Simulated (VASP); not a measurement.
All values below come from optB86b-vdW, VASP's PBE PAW potentials (set 64) (plane waves; VASP 6.6.1).

VASP input:

File POSCAR:
```
KI
1
    0.0000000000     3.5111165828     3.5111165828
    3.5111165828     0.0000000000     3.5111165828
    3.5111165828     3.5111165828     0.0000000000
K I
1 1
Direct
  0.0000000000   0.0000000000   0.0000000000
  0.5000000000   0.5000000000   0.5000000000
```

INCAR:
```
AGGAC = 0.0
ALGO = Normal
EDIFF = 1E-7
ENCUT = 520
GGA = MK
ISIF = 2
ISMEAR = -5
LASPH = .TRUE.
LCHARG = .TRUE.
LMAXMIX = 4
LORBIT = 11
LREAL = .FALSE.
LUSE_VDW = .TRUE.
LWAVE = .FALSE.
NEDOS = 601
NELM = 100
PARAM1 = 0.1234
PARAM2 = 1.0
PREC = Accurate
SYSTEM = KI
```

File KPOINTS:
```
Automatic mesh
0
Gamma
7 7 7
0 0 0
```

POTCAR, in this order: K_sv I (PBE.64 set). Program: vasp_std.

Unless said otherwise, spin-orbit coupling is left out, though it shifts the bands of the heavy elements here.

### Question
What does the run give for the energy per atom (σ→0), band gap (on the k-mesh)?

### Answer

The energy per atom (σ→0) comes out as -0.762 eV/atom and the band gap (on the k-mesh) comes out as 3.95 eV.

### OSZICAR
```
...
DAV:   9    -0.152300020427E+01   -0.20345E-03   -0.69610E-04   632   0.173E-01    0.687E-02
DAV:  10    -0.152324712088E+01   -0.24692E-03   -0.28517E-04   568   0.131E-01    0.367E-02
DAV:  11    -0.152325053883E+01   -0.34179E-05   -0.36139E-05   608   0.356E-02    0.910E-03
DAV:  12    -0.152325148662E+01   -0.94780E-06   -0.40219E-06   596   0.187E-02    0.122E-02
DAV:  13    -0.152325171411E+01   -0.22749E-06   -0.61878E-07   620   0.741E-03    0.369E-03
DAV:  14    -0.152325160818E+01    0.10593E-06   -0.16755E-07   560   0.314E-03    0.316E-04
DAV:  15    -0.152325161553E+01   -0.73474E-08   -0.50999E-09   408   0.573E-04
   1 F= -.15232516E+01 E0= -.15232516E+01  d E =0.000000E+00
```

The compound is KI in the rock salt structure. It was relaxed first.
